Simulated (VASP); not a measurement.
A VASP calculation is set up with these files.

**KPOINTS**
```
Automatic
0
gamma
 8 8 8
0 0 0
```

### INCAR
```
# general
SYSTEM =GaSb
PREC   =Accurate
ENCUT  =520   # plane-wave cut-off (eV)
LREAL  =F
LASPH  =T   # aspherical one-centre terms

# electronic loop
EDIFF  =1E-7
NELM   =100   # most electronic steps
ALGO   =Normal   # blocked Davidson
LMAXMIX=4   # l cut-off of mixed one-centre charges

# smearing
ISMEAR =0   # Gaussian
SIGMA  =0.05

# ions
ISIF   =2   # forces and stress, cell fixed

# output
LWAVE  =F
LCHARG =F
```

### POSCAR
```
GaSb
1
    0.0000000000     2.9659441951     2.9659441951
    2.9659441951     0.0000000000     2.9659441951
    2.9659441951     2.9659441951     0.0000000000
Ga Sb
1 1
Direct
  0.0000000000   0.0000000000   0.0000000000
  0.2500000000   0.2500000000   0.2500000000
```

POTCAR, in this order: Ga_d Sb (LDA.64 set). Program: vasp_std.

### Question
Translate this LDA calculation to Ansatz.

### Answer
One equivalent input (not run):
Ansatz 0.2 input:
```yaml
crystal:
  lattice:
    - [0.0000000, 2.9659442, 2.9659442]
    - [2.9659442, 0.0000000, 2.9659442]
    - [2.9659442, 2.9659442, 0.0000000]
  atoms:
    - { symbol: Ga, position: [0.0000000, 0.0000000, 0.0000000] }
    - { symbol: Sb, position: [0.2500000, 0.2500000, 0.2500000] }
kpoints:
  mp_grid: { grid: [8, 8, 8] }
hamiltonian:
  xc: lda
  pseudopotentials: { kind: paw }
scf:
  occupations: { method: gaussian, width: 0.05 }
  max_iter: 100
output: { forces: true, stress: true, eigenvalues: true }
```
What does not carry over: each code has its own PAW files, so the cut-off isn't converted (ENCUT is set for VASP's; basis.ecutwfc is left out, and Ansatz then takes the one that its files recommend); Ansatz stops its SCF on the density residual and VASP on the energy change (EDIFF); Ansatz's lda is the Perdew-Wang form, while the LDA potentials of VASP carry Perdew-Zunger's.

The compound is GaSb in the zinc blende structure. This cell is one point of a volume scan, at 0.94 of the reference volume.
